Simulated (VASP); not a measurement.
Input:

```
Mn3Sn
1.0
    5.37946     0.00000     0.00000
   -2.68973     4.65875     0.00000
    0.00000     0.00000     4.26793
Mn Sn
6 2
Cartesian
  2.68973   3.24138   1.06698
 -1.46225   3.95006   3.20095
  1.22748   0.70868   1.06698
  0.00000   1.41737   3.20095
  4.15198   0.70868   1.06698
  1.46225   3.95006   3.20095
  0.00000   3.10583   1.06698
  2.68973   1.55291   3.20095
```
Starting moments (μB, in the order of the record's atoms Mn Mn Mn Mn Mn Mn Sn Sn): 1.7 1.7 1.7 1.7 1.7 1.7 -0.1 -0.1.

Method: PBE GGA with D3 dispersion (Becke-Johnson damping), VASP's PBE PAW potentials (set 64) (plane waves; VASP). Settings: 400 eV cut-off, Gaussian smearing of 0.050 eV, potentials Mn_pv Sn_d.

### Question
Give the spin-up energies of bands 49 to 62 at the high-symmetry points, in eV from the Fermi level.

### Answer

| band | Γ | M | K | A | L | H |
|---|---|---|---|---|---|---|
| 49 | -1.38 | -1.06 | -1.39 | -0.83 | -0.87 | -1.27 |
| 50 | -0.78 | -0.89 | -0.88 | -0.83 | -0.87 | -1.27 |
| 51 | -0.78 | -0.86 | -0.88 | -0.83 | -0.85 | -0.66 |
| 52 | -0.50 | -0.78 | -0.72 | -0.83 | -0.85 | -0.66 |
| 53 | -0.50 | -0.77 | -0.58 | -0.47 | -0.47 | -0.31 |
| 54 | -0.50 | -0.71 | -0.58 | -0.47 | -0.47 | -0.31 |
| 55 | -0.50 | -0.71 | -0.50 | -0.23 | -0.41 | -0.29 |
| 56 | -0.31 | -0.36 | -0.50 | -0.23 | -0.41 | -0.29 |
| 57 | -0.31 | -0.35 | -0.47 | -0.23 | -0.27 | -0.27 |
| 58 | 0.10 | -0.27 | -0.15 | -0.23 | -0.27 | -0.27 |
| 59 | 0.52 | -0.21 | 0.08 | 0.13 | 0.18 | -0.08 |
| 60 | 0.67 | 0.66 | 0.08 | 0.13 | 0.18 | -0.08 |
| 61 | 0.90 | 0.98 | 0.97 | 0.79 | 0.79 | 0.79 |
| 62 | 1.06 | 1.41 | 2.25 | 0.79 | 0.79 | 0.79 |

### Question
Give the spin-down energies of bands 49 to 62 at the high-symmetry points, in eV from the Fermi level.

### Answer

```tsv
band	Γ	M	K	A	L	H
49	-0.21	0.14	-0.08	0.68	0.62	-0.01
50	1.33	0.51	0.51	0.68	0.62	-0.01
51	1.33	0.53	0.51	1.18	1.05	1.04
52	1.43	0.84	1.16	1.18	1.05	1.04
53	1.43	1.09	1.19	1.18	1.15	1.50
54	1.46	1.18	1.35	1.18	1.15	1.50
55	1.46	1.21	1.35	1.65	1.56	1.61
56	1.66	1.40	1.46	1.65	1.56	1.61
57	1.89	1.52	1.54	1.86	1.83	1.77
58	1.89	1.62	1.54	1.86	1.83	1.77
59	2.10	1.88	1.58	1.86	1.86	1.82
60	2.18	2.00	1.58	1.86	1.86	1.82
61	2.34	2.28	2.26	2.24	2.04	2.05
62	2.36	2.73	3.51	2.24	2.04	2.05
```

It has no gap at this level: it comes out as a metal or semimetal.

The structure comes from a measured Mn3Sn entry (P6_3/mmc) of the Crystallography Open Database, whose conditions weren't checked. It was relaxed first, which changed the volume by -15 %.
